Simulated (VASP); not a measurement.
Wanted: the native input for a VASP 6.6.1 run.

```yaml
Task: single point
Functional: PBE
Potentials_or_basis: VASP PAW PBE potentials, release 64 (Al, Si, B)
Cutoff: 520 eV
k_mesh: 12 × 12 × 1
Occupations: gaussian, width 0.1 eV
Spin: no spin polarisation
Dipole_correction: yes
Further_INCAR_settings: ALGO = Fast; EDIFF = 1e-06; NBANDS = 16
```

The structure of Al2SiB2 lies in POSCAR:

```
Al2SiB2
1.0
    4.0556080721      0.0000000036      0.0000000000
   -2.0278040392      3.5122596165      0.0000000000
    0.0000000000      0.0000000000     30.9101540800
Al Si B
2 1 2
Direct
    0.6666666667      0.3333333333      0.3323368555
    0.3333333333      0.6666666667      0.3323368555
    0.0000000000      0.0000000000      0.2659851131
    0.3333333333      0.6666666667      0.2589956745
    0.6666666667      0.3333333333      0.2589956745
```

The cell was built by a generator and needn't be a form met in nature.

One way to write it, as run:

INCAR

```
SYSTEM = Al2SiB2
ALGO     = Fast           ! electronic algorithm
DIPOL    = 0.5 0.5 0.290
EDIFF    = 1E-6           ! SCF threshold, eV
ENCUT    = 520            ! plane-wave cutoff, eV
GGA      = PE             ! functional
IDIPOL   = 3            
ISIF     = 2              ! what is computed and relaxed
ISMEAR   = 0              ! smearing method
LASPH    = .True.         ! aspherical terms in the spheres
LCHARG   = .False.        ! write CHGCAR
LDIPOL   = .True.       
LREAL    = .False.        ! projectors in reciprocal space
LWAVE    = .False.        ! write WAVECAR
NBANDS   = 16             ! bands
NELM     = 100            ! most SCF steps
PREC     = Accurate       ! precision mode
SIGMA    = 0.1            ! smearing width, eV
```

KPOINTS

```
k-points
0
Gamma
  12 12 1
  0 0 0
```

Potentials or basis: VASP PAW PBE potentials, release 64 (Al, Si, B).

Run with:

```console
$ cat potpaw_PBE.64/Al/POTCAR potpaw_PBE.64/Si/POTCAR potpaw_PBE.64/B/POTCAR > POTCAR
$ mpirun -np 1 vasp_std > vasp.out
```

Results of the run:

The largest force is 0.120 eV/Å and the band gap on the k mesh is none (metal or under the smearing width).

It took 5.1 min on 1 thread of Intel(R) Xeon(R) Platinum 8488C (Sapphire Rapids), on a shared host, peak memory 0.58 GiB.
